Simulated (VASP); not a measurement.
## BaAlH6: relaxation of cell and atoms with PBE

BaAlH6:

```
Ba Al H
1.0
     0.00000    3.59775    3.59775
     3.59775    0.00000    3.59775
     3.59775    3.59775    0.00000
Ba Al H
1 1 6
Direct
  0.50000 0.50000 0.50000
  0.75000 0.75000 0.75000
  0.36584 0.13416 0.13416
  0.13416 0.36584 0.36584
  0.13416 0.36584 0.13416
  0.36584 0.13416 0.36584
  0.13416 0.13416 0.36584
  0.36584 0.36584 0.13416
```

The cell was built by a generator and needn't be a form met in nature.

The cell isn't the ideal one: random cell by space group and Wyckoff sites (F-43m, No. 216).

```
Program                : VASP 6.6.1
Task                   : relaxation of cell and atoms
Functional             : PBE
Potentials or basis    : VASP PAW PBE potentials, release 64 (Ba_sv, Al, H)
Cutoff                 : 600 eV
k mesh                 : 4 × 4 × 4
Occupations            : gaussian, width 0.1 eV
Spin                   : no spin polarisation
Dipole correction      : no
Further INCAR settings : ALGO = Normal; EDIFF = 1e-06; IBRION = 2; EDIFFG = -0.04; NSW = 90; ISIF = 3
```

The relaxed volume is 14.79 Å³/atom and the relaxed cell is a = 5.510 Å, b = 5.510 Å, c = 5.510 Å, α = 60.00°, β = 60.00°, γ = 60.00°. The space group after relaxing (to 0.05 Å) is F-43m (No. 216), the energy gained by relaxing is 840.1 meV/atom and the ionic steps are 37. The pressure after relaxing is -0.1 GPa, the largest force after relaxing is 0.016 eV/Å and the band gap on the k mesh is none (metal or under the smearing width).

Forces on the atoms (eV/Å):
```
Ba   0.000  0.000  0.000
Al   0.000  0.000  0.000
H   -0.016  0.000  0.000
H    0.016  0.000  0.000
H    0.000 -0.016  0.000
H    0.000  0.016  0.000
H    0.000  0.000 -0.016
H    0.000  0.000  0.016
```

Step by step:
```
step  energy change (eV)  largest force (eV/Å)  pressure (GPa)  volume (Å³)
   1              0.0000                2.4714            9.68        93.14
   2             -1.2963                0.6284            0.60       102.94
   3             -1.3888                0.3923           -0.91       105.63
   4             -1.4050                0.1224           -3.25       111.17
   5             -1.4206                0.2002           -2.43       108.97
   6             -1.4208                0.2186           -2.26       108.56
   7             -1.4782                0.2311           -1.70       105.54
   8             -1.5832                0.3201            0.53        96.83
   9             -1.5512                0.7933            8.05        80.87
  10             -1.5973                0.5321            2.19        91.67
  11             -1.6477                0.6435            2.11        90.84
  12             -1.8198                0.6910            2.78        88.38
  13             -2.2912                1.1831            4.54        83.59
  14             -3.2914                1.1745           14.92        74.53
  15              1.7906                3.8294           82.32        58.44
  16             -3.1616                1.1497           16.88        73.14
  17             -2.9210                0.2858           34.26        66.61
  18             -3.2197                0.9759           21.71        70.93
  19             -3.2184                0.8918           23.43        70.18
  20             -3.2346                0.8606           23.92        70.03
  21             -3.2724                0.7582           25.47        69.60
  22             -3.2914                0.5096           28.85        68.74
  23             -3.3540                0.4959           28.50        69.01
  24             -3.5371                0.4535           27.50        69.84
  25             -3.8812                0.3631           25.66        71.52
  26             -4.4815                0.1563           22.75        74.95
  27             -5.3200                0.3918           18.20        82.14
  28             -5.3003                2.2255           15.56        97.88
  29             -5.5871                1.3204           16.12        90.57
  30             -6.1611                0.7511           10.25        96.21
  31             -6.6420                0.0722            2.21       107.48
  32             -6.6600                0.2153            0.87       110.07
  33             -6.6604                0.2402            0.64       110.56
  34             -6.6704                0.2224            0.56       111.21
  35             -6.6950                0.1668            0.33       113.18
  36             -6.7198                0.0490           -0.04       117.19
  37             -6.7210                0.0159           -0.11       118.29
```

Final structure:
```xyz
8
Lattice="0.0000 3.8961 3.8961 3.8961 0.0000 3.8961 3.8961 3.8961 0.0000" Properties=species:S:1:pos:R:3 pbc="T T T"
Ba    3.8961    3.8961    3.8961
Al    5.8442    5.8442    5.8442
H     7.5826    5.8442    5.8442
H     4.1058    5.8442    5.8442
H     5.8442    7.5826    5.8442
H     5.8442    4.1058    5.8442
H     5.8442    5.8442    7.5826
H     5.8442    5.8442    4.1058
```

Levels at points of the mesh, in eV from the Fermi level:
```csv
k point,band 6,band 7,band 8,band 9,band 10,band 11,band 12,band 13
"(0.00, 0.00, 0.00)",-2.41,-2.41,-2.41,-0.13,-0.13,3.74,6.62,6.62
"(0.50, 0.00, 0.00)",-2.72,-2.05,-2.05,-0.20,-0.20,4.33,5.02,5.02
"(0.50, 0.50, 0.00)",-2.75,-1.86,-1.86,-1.15,0.43,4.18,4.93,4.93
```

Wall time 5.5 min on 1 thread of AMD EPYC 9R45 (Zen 5), with other jobs on the host, peak memory 0.26 GiB.

Caveat: the k mesh is coarse (spacing up to 0.38 Å⁻¹), so the values aren't converged; the volume moved by over 15 % at a fixed basis, so the end points are rough. The run has no spin-orbit coupling, so splittings on Ba are missing.
